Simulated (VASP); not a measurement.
# SnO2 (Cassiterite): accuracy against cost in the number of MPI ranks and SCF threshold, part 2 of 2

How sensitive are energy, pressure and forces of SnO2 (Cassiterite) to the number of MPI ranks and SCF threshold? The series runs use r2SCAN. The start is a cell from a database of measured crystal structures.

VASP 6.6.1; r2SCAN; plane waves and PAW (Sn_d, O).

Still holding for the runs below: Spin-orbit coupling is off here; it can split and shift levels that hold much weight on Sn by tenths of an eV or more.

So far. Step 5 (Number of MPI ranks: 8 ranks): Against the first of the series the energy stays within 0.01 meV an atom and the pressure within 0.01 GPa, after 16 cycles in 15 s.

### Step 6. The number of MPI ranks series as a table

This step: convergence of r2SCAN results with the layout; plane waves and PAW (VASP 6.6.1).

This step runs nothing: it gathers the runs above.

Differences are taken from the run with 1 ranks. Results of the series, by row:

```
setting     status  energy less the reference (meV/atom)  pressure (GPa)  largest force difference (meV/Å)  gap (eV)  SCF cycles  wall time (s)
1 ranks  converged                                     0           4.483                                 0     1.986          16             68
2 ranks  converged                                     0           4.483                                 0     1.986          16             36
4 ranks  converged                                     0           4.483                                 0     1.986          16             22
8 ranks  converged                                     0           4.483                                 0     1.986          16             15
```

### Step 7. SCF threshold: EDIFF = 0.01

This step: r2SCAN; plane waves and PAW (Sn_d, O) (VASP 6.6.1).

EDIFF stops the electronic loop; forces need it tighter than energies do.

INCAR reads:

```
SYSTEM = SnO2
PREC = Accurate
ENCUT = 520
EDIFF = 0.01
NELM = 100
ISMEAR = -1
SIGMA = 0.05
LREAL = .FALSE.
ALGO = Normal
METAGGA = R2SCAN
LASPH = .TRUE.
NBANDS = 32
LORBIT = 11
LWAVE = .FALSE.
LCHARG = .FALSE.
KPAR = 8
ISIF = 2
```

POSCAR reads:

```
SnO2
1.0
    4.7380000000      0.0000000000      0.0000000000
    0.0000000000      4.7380000000      0.0000000000
    0.0000000000      0.0000000000      3.1865000000
Sn O
2 4
Direct
    0.0000000000      0.0000000000      0.0000000000
    0.5000000000      0.5000000000      0.5000000000
    0.3071000000      0.3071000000      0.0000000000
    0.1929000000      0.8071000000      0.5000000000
    0.6929000000      0.6929000000      0.0000000000
    0.8071000000      0.1929000000      0.5000000000
```

KPOINTS reads:

```
Automatic mesh
0
Gamma
4 4 6
0 0 0
```

PAW data sets: Sn_d and O (PBE family, release 64).

Started as:

```sh
mpirun -np 8 vasp_std
```

What it wrote:

```text
[banner, memory and clock lines left out]
running    8 mpi-ranks, on    1 nodes
 distrk:  each k-point on    1 cores,    8 groups
 distr:  one band on    1 cores,    1 groups

 POSCAR found type information on POSCAR SnO
 POSCAR found :  2 types and       6 ions
 [... a notice as in an earlier step ...]

 [... a notice as in an earlier step ...]

 LDA part: xc-table for (None), standard interpolation
 POSCAR, INCAR and KPOINTS ok, starting setup
 FFT: planning ... GRIDC
 FFT: planning ... GRID_SOFT
 FFT: planning ... GRID
 WAVECAR not read
 entering main loop
       N       E                     dE             d eps       ncg     rms          rms(c)
[... 8 cycles as in an earlier step ...]
DAV:   9    -0.846034806468E+02    0.52598E-01   -0.26501E-01  1984   0.796E+00    0.223E-01
DAV:  10    -0.846053309682E+02   -0.18503E-02   -0.23602E-02  1504   0.111E+00
   1 F= -.84605331E+02 E0= -.84605331E+02  d E =-.140903E-09
```

Elapsed: 9.2 s, on 8 MPI ranks of Intel Xeon 6975P-C (Granite Rapids), shared host; peak memory 1.6 GiB; 65 s of CPU time.

OUTCAR, selected parts (step 7):

```text
   NELECT =      52.0000    total number of electrons

 E-fermi :   6.7435

 k-point     1 :       0.0000    0.0000    0.0000
  band No.  band energies     occupation
    ...
     22       4.5371      2.00000
     23       4.5371      2.00000
     24       4.9580      2.00000
     25       4.9580      2.00000
     26       5.7440      2.00000
     27       7.7053      0.00000
     28      12.6252      0.00000
     29      12.8610      0.00000
     30      12.8610      0.00000
     31      16.9339      0.00000
    ...

  Total        0.7198500      0.7198500      1.5487099      0.0000000      0.0000000      0.0000000
  in kB       16.1231005     16.1231005     34.6877884      0.0000000      0.0000000      0.0000000
  external PRESSURE =      22.3113298 kB  Pullay stress =       0.0000000 kB

 POSITION                                       TOTAL-FORCE (eV/Angst)
 -----------------------------------------------------------------------------------
      0.00000      0.00000      0.00000         0.000000      0.000000     -0.000000
      2.36900      2.36900      1.59325         0.000000      0.000000     -0.000000
      1.45504      1.45504      0.00000        -0.195932     -0.195932     -0.000000
      0.91396      3.82404      1.59325         0.195932     -0.195932     -0.000000
      3.28296      3.28296      0.00000         0.195932      0.195932      0.000000
      3.82404      0.91396      1.59325        -0.195932      0.195932      0.000000
 -----------------------------------------------------------------------------------
    total drift:                               -0.000000      0.000000      0.000000

  FREE ENERGIE OF THE ION-ELECTRON SYSTEM (eV)
  ---------------------------------------------------
  free  energy   TOTEN  =       -84.6053309682 eV

  energy  without entropy=      -84.6053309680  energy(sigma->0) =      -84.60533097

[... 9 parts as in an earlier step ...]

[... 8 further parts left out ...]
```

This step gave:

```
SCF cycles                     : 10
free energy (TOTEN)            : -84.6053 eV
Fermi energy                   : 6.744 eV
pressure                       : 2.231 GPa
gap on the k-mesh              : 1.961 eV
least direct gap on the k-mesh : 1.961 eV
```

The series starts at -14.1009 eV an atom and 2.23 GPa, after 10 cycles in 9.2 s.

### Step 8. SCF threshold: EDIFF = 0.001

INCAR, as its differences from that of step 7:

```diff
@@ -3,3 +3,3 @@
 ENCUT = 520
-EDIFF = 0.01
+EDIFF = 0.001
 NELM = 100
```

POSCAR is that of step 7.

KPOINTS is that of step 7.

Started as:

```sh
mpirun -np 8 vasp_std
```

What it wrote:

```text
[... set-up lines as in an earlier step ...]
 entering main loop
       N       E                     dE             d eps       ncg     rms          rms(c)
[... 10 cycles as in an earlier step ...]
DAV:  11    -0.846052322293E+02    0.14991E-03   -0.63552E-03  1664   0.626E-01
   1 F= -.84605232E+02 E0= -.84605232E+02  d E =-.113076E-09
```

Wall time 10 s (8 MPI ranks); peak memory 1.6 GiB.

OUTCAR, selected parts (step 8):

```text
  Total        2.3072506      2.3072506      3.0877507      0.0000000      0.0000000      0.0000000
  in kB       51.6774779     51.6774779     69.1590121      0.0000000      0.0000000      0.0000000
  external PRESSURE =      57.5046560 kB  Pullay stress =       0.0000000 kB

 POSITION                                       TOTAL-FORCE (eV/Angst)
 -----------------------------------------------------------------------------------
      0.00000      0.00000      0.00000         0.000000      0.000000      0.000000
      2.36900      2.36900      1.59325         0.000000      0.000000      0.000000
      1.45504      1.45504      0.00000        -0.195577     -0.195577     -0.000000
      0.91396      3.82404      1.59325         0.195577     -0.195577     -0.000000
      3.28296      3.28296      0.00000         0.195577      0.195577      0.000000
      3.82404      0.91396      1.59325        -0.195577      0.195577      0.000000
 -----------------------------------------------------------------------------------
    total drift:                               -0.000000      0.000000      0.000000

  FREE ENERGIE OF THE ION-ELECTRON SYSTEM (eV)
  ---------------------------------------------------
  free  energy   TOTEN  =       -84.6052322293 eV

  energy  without entropy=      -84.6052322292  energy(sigma->0) =      -84.60523223

[... 2 parts as in an earlier step ...]

[... 1 further part left out ...]
[key lines of the parts left out:]
E-fermi :   6.6658
```

Against the run before the energy moves by +0.02 meV an atom and the pressure by +3.52 GPa, after 11 cycles in 10 s.

### Step 9. SCF threshold: EDIFF = 1E-04

INCAR, as its differences from that of step 8:

```diff
@@ -3,3 +3,3 @@
 ENCUT = 520
-EDIFF = 0.001
+EDIFF = 1E-04
 NELM = 100
```

POSCAR is that of step 8.

KPOINTS is that of step 8.

Started as:

```sh
mpirun -np 8 vasp_std
```

What it wrote:

```text
[... set-up lines as in an earlier step ...]
 entering main loop
       N       E                     dE             d eps       ncg     rms          rms(c)
[... 11 cycles as in an earlier step ...]
DAV:  12    -0.846051205160E+02    0.11492E-03   -0.42504E-04  1672   0.181E-01    0.500E-02
DAV:  13    -0.846050858662E+02    0.34650E-04   -0.76643E-05  1120   0.101E-01
   1 F= -.84605086E+02 E0= -.84605086E+02  d E =-.126670E-09
```

It took 12 s on 8 MPI ranks; peak memory 1.6 GiB; 84 s of CPU time.

Parts of OUTCAR (step 9):

```text
  Total        1.8398301      1.8398301      2.6492896      0.0000000      0.0000000      0.0000000
  in kB       41.2082581     41.2082581     59.3384196      0.0000000      0.0000000      0.0000000
  external PRESSURE =      47.2516453 kB  Pullay stress =       0.0000000 kB

 POSITION                                       TOTAL-FORCE (eV/Angst)
 -----------------------------------------------------------------------------------
      0.00000      0.00000      0.00000         0.000000      0.000000      0.000000
      2.36900      2.36900      1.59325         0.000000      0.000000      0.000000
      1.45504      1.45504      0.00000        -0.195559     -0.195559      0.000000
      0.91396      3.82404      1.59325         0.195559     -0.195559      0.000000
      3.28296      3.28296      0.00000         0.195559      0.195559     -0.000000
      3.82404      0.91396      1.59325        -0.195559      0.195559     -0.000000
 -----------------------------------------------------------------------------------
    total drift:                               -0.000000      0.000000      0.000000

  FREE ENERGIE OF THE ION-ELECTRON SYSTEM (eV)
  ---------------------------------------------------
  free  energy   TOTEN  =       -84.6050858662 eV

  energy  without entropy=      -84.6050858661  energy(sigma->0) =      -84.60508587

[... 2 parts as in an earlier step ...]

[... 1 further part left out ...]
[key lines of the parts left out:]
E-fermi :   6.6690
```

Against the run before the energy moves by +0.02 meV an atom and the pressure by -1.03 GPa, after 13 cycles in 12 s.

### Step 10. SCF threshold: EDIFF = 1E-05

INCAR, as its differences from that of step 9:

```diff
@@ -3,3 +3,3 @@
 ENCUT = 520
-EDIFF = 1E-04
+EDIFF = 1E-05
 NELM = 100
```

POSCAR is that of step 9.

KPOINTS is that of step 9.

Started as:

```sh
mpirun -np 8 vasp_std
```

What it wrote:

```text
[... set-up lines as in an earlier step ...]
 entering main loop
       N       E                     dE             d eps       ncg     rms          rms(c)
[... 12 cycles as in an earlier step ...]
DAV:  13    -0.846050886530E+02    0.32558E-04   -0.91173E-05  2080   0.972E-02    0.254E-02
DAV:  14    -0.846050794909E+02    0.91621E-05   -0.50652E-05  1592   0.564E-02
   1 F= -.84605079E+02 E0= -.84605079E+02  d E =-.132429E-09
```

Elapsed: 13 s, on 8 MPI ranks; peak memory 1.6 GiB.

From OUTCAR (step 10):

```text
  Total        1.7271751      1.7271751      2.5446605      0.0000000      0.0000000      0.0000000
  in kB       38.6850276     38.6850276     56.9949520      0.0000000      0.0000000      0.0000000
  external PRESSURE =      44.7883357 kB  Pullay stress =       0.0000000 kB

 POSITION                                       TOTAL-FORCE (eV/Angst)
 -----------------------------------------------------------------------------------
      0.00000      0.00000      0.00000        -0.000000     -0.000000      0.000000
      2.36900      2.36900      1.59325        -0.000000     -0.000000      0.000000
      1.45504      1.45504      0.00000        -0.195623     -0.195623     -0.000000
      0.91396      3.82404      1.59325         0.195623     -0.195623      0.000000
      3.28296      3.28296      0.00000         0.195623      0.195623      0.000000
      3.82404      0.91396      1.59325        -0.195623      0.195623      0.000000
 -----------------------------------------------------------------------------------
    total drift:                               -0.000000      0.000000      0.000000

  FREE ENERGIE OF THE ION-ELECTRON SYSTEM (eV)
  ---------------------------------------------------
  free  energy   TOTEN  =       -84.6050794909 eV

  energy  without entropy=      -84.6050794908  energy(sigma->0) =      -84.60507949

[... 2 parts as in an earlier step ...]

[... 1 further part left out ...]
[key lines of the parts left out:]
E-fermi :   6.6698
```

Against the run before the energy stays within 0.01 meV an atom; the pressure moves by -0.25 GPa, after 14 cycles in 13 s.

### Step 11. SCF threshold: EDIFF = 1E-06

INCAR, as its differences from that of step 10:

```diff
@@ -3,3 +3,3 @@
 ENCUT = 520
-EDIFF = 1E-05
+EDIFF = 1E-06
 NELM = 100
```

POSCAR is that of step 10.

KPOINTS is that of step 10.

Started as:

```sh
mpirun -np 8 vasp_std
```

What it wrote:

```text
[... set-up lines as in an earlier step ...]
 entering main loop
       N       E                     dE             d eps       ncg     rms          rms(c)
[... 16 cycles as in an earlier step ...]
   1 F= -.84605081E+02 E0= -.84605081E+02  d E =-.133028E-09
```

Wall time 14 s (8 MPI ranks); peak memory 1.7 GiB.

OUTCAR, selected parts (step 11):

```text
[... 6 parts as in an earlier step ...]

[... 1 further part left out ...]
[key lines of the parts left out:]
E-fermi :   6.6698
```

Against the run before the energy stays within 0.01 meV an atom and the pressure within 0.01 GPa, after 16 cycles in 14 s.

### Step 12. SCF threshold: EDIFF = 1E-08

INCAR, as its differences from that of step 11:

```diff
@@ -3,3 +3,3 @@
 ENCUT = 520
-EDIFF = 1E-06
+EDIFF = 1E-08
 NELM = 100
```

POSCAR is that of step 11.

KPOINTS is that of step 11.

Started as:

```sh
mpirun -np 8 vasp_std
```

What it wrote:

```text
[... set-up lines as in an earlier step ...]
 entering main loop
       N       E                     dE             d eps       ncg     rms          rms(c)
[... 13 cycles as in an earlier step ...]
DAV:  14    -0.846050795332E+02    0.91499E-05   -0.50279E-05  2208   0.556E-02    0.193E-03
DAV:  15    -0.846050804519E+02   -0.91871E-06   -0.37991E-06  2288   0.136E-02    0.408E-03
DAV:  16    -0.846050807329E+02   -0.28101E-06   -0.19791E-07  1936   0.384E-03    0.228E-03
DAV:  17    -0.846050808878E+02   -0.15496E-06   -0.11266E-07  2000   0.293E-03    0.619E-04
DAV:  18    -0.846050809176E+02   -0.29724E-07   -0.71940E-09  1184   0.916E-04    0.433E-04
DAV:  19    -0.846050809242E+02   -0.66093E-08   -0.10328E-08  1096   0.747E-04
   1 F= -.84605081E+02 E0= -.84605081E+02  d E =-.132602E-09
```

Wall time 17 s (8 MPI ranks); peak memory 1.7 GiB; 2 min of CPU time.

Parts of OUTCAR (step 12):

```text
  Total        1.7336130      1.7336130      2.5498999     -0.0000000      0.0000000      0.0000000
  in kB       38.8292231     38.8292231     57.1123038     -0.0000000      0.0000000      0.0000000
  external PRESSURE =      44.9235833 kB  Pullay stress =       0.0000000 kB

 POSITION                                       TOTAL-FORCE (eV/Angst)
 -----------------------------------------------------------------------------------
      0.00000      0.00000      0.00000        -0.000000      0.000000     -0.000000
      2.36900      2.36900      1.59325        -0.000000      0.000000     -0.000000
      1.45504      1.45504      0.00000        -0.195664     -0.195664      0.000000
      0.91396      3.82404      1.59325         0.195664     -0.195664      0.000000
      3.28296      3.28296      0.00000         0.195664      0.195664     -0.000000
      3.82404      0.91396      1.59325        -0.195664      0.195664     -0.000000
 -----------------------------------------------------------------------------------
    total drift:                               -0.000000      0.000000      0.000000

  FREE ENERGIE OF THE ION-ELECTRON SYSTEM (eV)
  ---------------------------------------------------
  free  energy   TOTEN  =       -84.6050809242 eV

  energy  without entropy=      -84.6050809240  energy(sigma->0) =      -84.60508092

[... 2 parts as in an earlier step ...]

[... 1 further part left out ...]
[key lines of the parts left out:]
E-fermi :   6.6697
```

Against the run before the energy stays within 0.01 meV an atom; the pressure moves by +0.01 GPa, after 19 cycles in 17 s.

### Step 13. The SCF threshold series as a table

This step: convergence of r2SCAN results with the threshold; plane waves and PAW (VASP 6.6.1).

Derived from the runs above.

Differences are taken from the run with EDIFF = 1E-08. Results of the series, by row:

```
      setting     status  energy less the reference (meV/atom)  pressure (GPa)  largest force difference (meV/Å)  gap (eV)  SCF cycles  wall time (s)
 EDIFF = 0.01  converged                              -0.04167           2.231                             0.268     1.961          10            9.2
EDIFF = 0.001  converged                              -0.02522            5.75                             0.087     1.995          11           10.2
EDIFF = 1E-04  converged                              -8.25e-4           4.725                             0.105     1.989          13           11.6
EDIFF = 1E-05  converged                               2.38e-4           4.479                             0.041     1.986          14           12.6
EDIFF = 1E-06  converged                               6.00e-5           4.483                             0.027     1.986          16             14
EDIFF = 1E-08  converged                                     0           4.492                                 0     1.986          19           16.8
```

### Step 14. What came out

| Item | Value |
| --- | --- |
| wall time from fewest to most ranks | 68 s to 15 s |
| SCF threshold from which the energy stays within 10 meV/atom of the reference | EDIFF = 0.01 |
| SCF threshold from which the energy stays within 1 meV/atom of the reference | EDIFF = 0.01 |
| SCF threshold from which the pressure stays within 0.2 GPa of the reference | EDIFF = 1E-05 |
| spread of the pressure over the SCF threshold | 3.52 GPa |
| spread of the energy over the SCF threshold | 0.0419 meV/atom |

What this shows: On 8 ranks the run uses the cores at 57 % of the efficiency of 1. From EDIFF = 0.01 on, the energy stays within 1 meV an atom of the reference, at 55 % of its time. The pressure holds within 0.2 GPa from EDIFF = 1E-05 on. The loosest stop saves 9 of 19 cycles and costs -0.0 meV an atom, -2.26 GPa, 0.3 meV/Å in forces. Going from 1 ranks to 8 ranks shortens the run by a factor of 4.5; on a shared host such times are rough.

[Lines on the potential files, build, host, timing and source positions are cut from VASP's logs without a mark.]

[Logs are printed without paths, hosts, clocks, repeated set-up lines and the standing remarks that a program may print on its own settings, such as how far it seeks lower states.]

[Hosts, paths, dates, database ids (printed as entryN), source tags and the programs' standing remarks are cut or masked in the printed files.]

[A measured line is paired with the nearest computed mode of its activity, which favours agreement.]

[In band tables of VASP the shares of atoms and orbitals are scaled to a sum of 1 inside the atoms' spheres.]
